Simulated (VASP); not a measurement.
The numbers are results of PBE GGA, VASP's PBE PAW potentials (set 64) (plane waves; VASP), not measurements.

Input for VASP

**INCAR**
```
ALGO = Normal
EDIFF = 1E-7
ENCUT = 650
GGA = PE
IBRION = 6
ISIF = 3
ISMEAR = 0
LASPH = .True.
LCHARG = .False.
LMAXMIX = 4
LREAL = .False.
LWAVE = .False.
NELM = 100
NFREE = 2
NSW = 1
POTIM = 0.015
PREC = Accurate
SIGMA = 0.05
SYSTEM = ZrO2
```

**KPOINTS**
```
Automatic mesh
0
Gamma
7 7 7
0 0 0
```

### POSCAR
```
ZrO2
1
    0.0000000000     2.5591991727     2.5591991727
    2.5591991727     0.0000000000     2.5591991727
    2.5591991727     2.5591991727     0.0000000000
Zr O
1 2
Direct
  0.0000000000   0.0000000000   0.0000000000
  0.2500000000   0.2500000000   0.2500000000
  0.7500000000   0.7500000000   0.7500000000
```

POTCAR, in this order: Zr_sv O (PBE.64 set). Program: vasp_std.

The run wrote:

File OUTCAR:
```


   1 f  =   16.446362 THz   103.335539 2PiTHz  548.591578 cm-1    68.016656 meV
             X         Y         Z           dx          dy          dz
      0.000000  0.000000  0.000000     0.000000    0.000000    0.000000
      1.279600  1.279600  1.279600    -0.044113   -0.705729    0.000000
      3.838799  3.838799  3.838799     0.044113    0.705729    0.000000

   2 f  =   16.446362 THz   103.335539 2PiTHz  548.591578 cm-1    68.016656 meV
             X         Y         Z           dx          dy          dz
      0.000000  0.000000  0.000000     0.000000    0.000000    0.000000
      1.279600  1.279600  1.279600     0.000000    0.000000   -0.707107
      3.838799  3.838799  3.838799    -0.000000   -0.000000    0.707107

   3 f  =   16.446362 THz   103.335539 2PiTHz  548.591578 cm-1    68.016656 meV
             X         Y         Z           dx          dy          dz
      0.000000  0.000000  0.000000     0.000000   -0.000000    0.000000
      1.279600  1.279600  1.279600    -0.705729    0.044113   -0.000000
      3.838799  3.838799  3.838799     0.705729   -0.044113   -0.000000

   4 f  =    6.568603 THz    41.271752 2PiTHz  219.105021 cm-1    27.165548 meV
             X         Y         Z           dx          dy          dz
      0.000000  0.000000  0.000000     0.051291    0.105750    0.498314
      1.279600  1.279600  1.279600    -0.060850   -0.125458   -0.591179
      3.838799  3.838799  3.838799    -0.060850   -0.125458   -0.591179

   5 f  =    6.568603 THz    41.271752 2PiTHz  219.105021 cm-1    27.165548 meV
             X         Y         Z           dx          dy          dz
      0.000000  0.000000  0.000000     0.488781   -0.151303   -0.018201
      1.279600  1.279600  1.279600    -0.579869    0.179500    0.021593
      3.838799  3.838799  3.838799    -0.579869    0.179500    0.021593

   6 f  =    6.568603 THz    41.271752 2PiTHz  219.105021 cm-1    27.165548 meV
             X         Y         Z           dx          dy          dz
      0.000000  0.000000  0.000000     0.143503    0.477551   -0.116115
      1.279600  1.279600  1.279600    -0.170246   -0.566546    0.137754
      3.838799  3.838799  3.838799    -0.170246   -0.566546    0.137754

   7 f/i=    0.018256 THz     0.114705 2PiTHz    0.608950 cm-1     0.075500 meV
             X         Y         Z           dx          dy          dz
      0.000000  0.000000  0.000000     0.844274   -0.084488   -0.133912
      1.279600  1.279600  1.279600     0.355826   -0.035608   -0.056438
      3.838799  3.838799  3.838799     0.355826   -0.035608   -0.056438

   8 f/i=    0.018256 THz     0.114705 2PiTHz    0.608950 cm-1     0.075500 meV
             X         Y         Z           dx          dy          dz
      0.000000  0.000000  0.000000    -0.133973    0.006029   -0.848460
      1.279600  1.279600  1.279600    -0.056464    0.002541   -0.357590
      3.838799  3.838799  3.838799    -0.056464    0.002541   -0.357590

   9 f/i=    0.018256 THz     0.114705 2PiTHz    0.608950 cm-1     0.075500 meV
             X         Y         Z           dx          dy          dz
      0.000000  0.000000  0.000000     0.084392    0.854807   -0.007252
      1.279600  1.279600  1.279600     0.035568    0.360265   -0.003056
      3.838799  3.838799  3.838799     0.035568    0.360265   -0.003056

 ELASTIC MODULI CONTR FROM IONIC RELAXATION (kBar)
 Direction    XX          YY          ZZ          XY          YZ          ZX
 --------------------------------------------------------------------------------
 XX          -0.0000      0.0000     -0.0000      0.0000     -0.0000      0.0000
 YY           0.0000     -0.0000      0.0000      0.0000      0.0000     -0.0000
 ZZ          -0.0000      0.0000     -0.0000     -0.0000      0.0000      0.0000
 XY           0.0000      0.0000     -0.0000   -201.2679     -0.0000      0.0000
 YZ          -0.0000      0.0000      0.0000     -0.0000   -201.2679     -0.0000
 ZX           0.0000     -0.0000      0.0000      0.0000     -0.0000   -201.2679
 --------------------------------------------------------------------------------

 TOTAL ELASTIC MODULI (kBar)
 Direction    XX          YY          ZZ          XY          YZ          ZX
 --------------------------------------------------------------------------------
 XX        5208.2346    938.2830    938.2830      0.0000     -0.0000      0.0000
 YY         938.2830   5208.2346    938.2830     -0.0000     -0.0000     -0.0000
 ZZ         938.2830    938.2830   5208.2346     -0.0000     -0.0000     -0.0000
 XY           0.0000     -0.0000     -0.0000    623.4243     -0.0000      0.0000
 YZ          -0.0000     -0.0000     -0.0000     -0.0000    623.4243     -0.0000
 ZX           0.0000     -0.0000     -0.0000      0.0000     -0.0000    623.4243
 --------------------------------------------------------------------------------
```
(Selected blocks of OUTCAR.)

The compound is ZrO2 in the fluorite structure, the high-temperature cubic form, which is unstable at 0 K; the monoclinic form is the stable one. It was relaxed first.
